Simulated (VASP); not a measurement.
A convergence study with VASP on BeTe (zinc blende): one setting is varied, all else stays as given below, so the limit is that of these other settings.

```
BeTe
1.0
    0.00000     2.81500     2.81500
    2.81500     0.00000     2.81500
    2.81500     2.81500     0.00000
Be Te
1 1
Cartesian
  0.00000   0.00000   0.00000
  1.40750   1.40750   1.40750
```

All values below come from PBE GGA, VASP's PBE PAW potentials (set 64) (plane waves; VASP). The tightest run used: 550 eV cut-off, 17×17×17 Γ-centred mesh, Gaussian smearing of 0.050 eV, potentials Be Te.

Problem. The settings run are 1×1×1 mesh; 2×2×2 mesh; 3×3×3 mesh; 5×5×5 mesh; 6×6×6 mesh; 7×7×7 mesh; 8×8×8 mesh; 10×10×10 mesh; 11×11×11 mesh; 12×12×12 mesh; 13×13×13 mesh; 14×14×14 mesh; 16×16×16 mesh; 17×17×17 mesh. From which on does the stress (every component) stay within 0.2 GPa of the tightest run?

Solution. From 5×5×5 mesh on: it is off by 0.14 there and by no more than 0.2 in any finer run, while 3×3×3 mesh is off by 1.65.
```
setting        E (eV/atom)  pressure (GPa)  irreducible k-points  difference judged (GPa)
-------------  -----------  --------------  --------------------  -----------------------
1×1×1 mesh          3.7177           59.29                     1                    58.09
2×2×2 mesh         -2.9551            8.77                     3                     7.57
3×3×3 mesh         -3.6472            2.85                     4                     1.65
5×5×5 mesh         -3.8000            1.33                    10                     0.14
6×6×6 mesh         -3.8077            1.24                    16                     0.05
7×7×7 mesh         -3.8099            1.21                    20                     0.01
8×8×8 mesh         -3.8106            1.20                    29                     0.01
10×10×10 mesh      -3.8109            1.20                    47                     0.00
11×11×11 mesh      -3.8109            1.20                    56                     0.00
12×12×12 mesh      -3.8109            1.20                    72                     0.00
13×13×13 mesh      -3.8109            1.20                    84                     0.00
14×14×14 mesh      -3.8109            1.20                   104                     0.00
16×16×16 mesh      -3.8109            1.20                   145                     0.00
17×17×17 mesh      -3.8109            1.20                   165                     0.00
```

Left out are rungs that failed or repeat a setting and relaxations that didn't move; long series are thinned to 24 rows.

The compound is BeTe in the zinc blende structure. The cell was not relaxed at this level.
